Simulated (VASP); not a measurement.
```xyz
4
Lattice="-1.6681 1.6681 5.2746 1.6681 -1.6681 5.2746 1.6681 1.6681 -5.2746" Properties=species:S:1:pos:R:3 pbc="T T T"
Mo     0.0000     0.0000     7.8504
Mo     1.6681     0.0000     5.2131
Si     0.0000     0.0000     1.8126
Si     0.0000     1.6681     4.4499
```

These are PBEsol GGA, VASP's PBE PAW potentials (set 64) (plane waves; VASP) values and carry that method's errors. Run with 400 eV cut-off, 14×14×14 Γ-centred mesh, tetrahedra with Blöchl corrections, potentials Mo_sv Si.

The cores are frozen, which limits the accuracy of field gradients.

Problem. Give the principal components of the electric field gradient (V/Å²) and the asymmetry η at each nucleus.

Solution. 
| atom | Vxx | Vyy | Vzz | η |
|---|---|---|---|---|
| Mo1 | 12.0 | 3.1 | -15.1 | 0.59 |
| Mo2 | 12.0 | 3.1 | -15.1 | 0.59 |
| Si3 | -19.4 | -6.9 | 26.4 | 0.47 |
| Si4 | -19.4 | -6.9 | 26.4 | 0.47 |

The structure was generated: SiMo was put into the NbAs type (I4_1md), which need not be its known phase. It was relaxed first, which changed the volume by -6 %.
